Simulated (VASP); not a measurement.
```
HfO2
1.0
    0.00000     2.55634     2.55634
    2.55634     0.00000     2.55634
    2.55634     2.55634     0.00000
Hf O
1 2
Cartesian
  0.00000   0.00000   0.00000
  3.83451   3.83451   3.83451
  1.27817   1.27817   1.27817
```

Level of theory: LDA (Ceperley-Alder, Perdew-Zunger), VASP's LDA PAW potentials (set 64) (plane waves; VASP). Settings: 560 eV cut-off, 9×9×9 Γ-centred mesh, Fermi-Dirac smearing of 0.020 eV, potentials Hf_pv O.

Energy and stress use the plane-wave basis of the starting cell.

Problem. The ions, cell shape and volume are relaxed. Which structure does the run end with?

Solution. 
```
HfO2
1.0
    0.00000     2.49029     2.49029
    2.49029     0.00000     2.49029
    2.49029     2.49029     0.00000
Hf O
1 2
Direct
  0.00000   0.00000   0.00000
  0.75000   0.75000   0.75000
  0.25000   0.25000   0.25000
```
Space group Fm-3m (225), at a tolerance of 0.03 Å.

Problem. How do energy and volume change from the first to the last step?

Solution. The energy (σ→0) changes by -53.8 meV/atom and the volume by -7.6 %, in 7 ionic steps.

The structure comes from a computed database's HfO2 entry; how it stands against other phases isn't given here. This run relaxes it. Symmetry was kept, so distortions that lower it aren't found. The run is one of a series of settings (EDIFF = 1E-09, EDIFFG = -0.005, ENCUT = 560, IBRION = 2, ISIF = 3, NSW = 50, KPOINTS 9×9×9 Γ-centred mesh against the base run), some of them coarse on purpose.
